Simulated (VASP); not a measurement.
Here is a VASP 6.6.1 calculation.

INCAR

```
PREC = Accurate ; ENCUT = 520
EDIFF = 1E-6 ; ISMEAR = -1
SIGMA = 0.15 ; LREAL = F
LASPH = T ; NELM = 100
ALGO = Normal ; ISIF = 2
LWAVE = F ; LCHARG = F
GGA = PE ; NBANDS = 16
```

KPOINTS

```
Automatic mesh
0
Gamma
  12 12 12
```

File POSCAR:

```
InAs
1.0
    0.0000000000      3.0938631615      3.0938631615
    3.0938631615      0.0000000000      3.0938631615
    3.0938631615      3.0938631615      0.0000000000
In As
1 1
Direct
    0.0000000000      0.0000000000      0.0000000000
    0.2500000000      0.2500000000      0.2500000000
```

Potentials or basis: VASP PAW PBE potentials, release 64 (In_d, As).

Command:

```bash
$ cat potpaw_PBE.64/In_d/POTCAR potpaw_PBE.64/As/POTCAR > POTCAR
$ mpirun -np 1 vasp_std > vasp.out
```

Problem. Predict the band gap on the k mesh.

Solution. None (metal or under the smearing width).

Problem. Estimate the pressure.

Solution. 0.0 GPa.
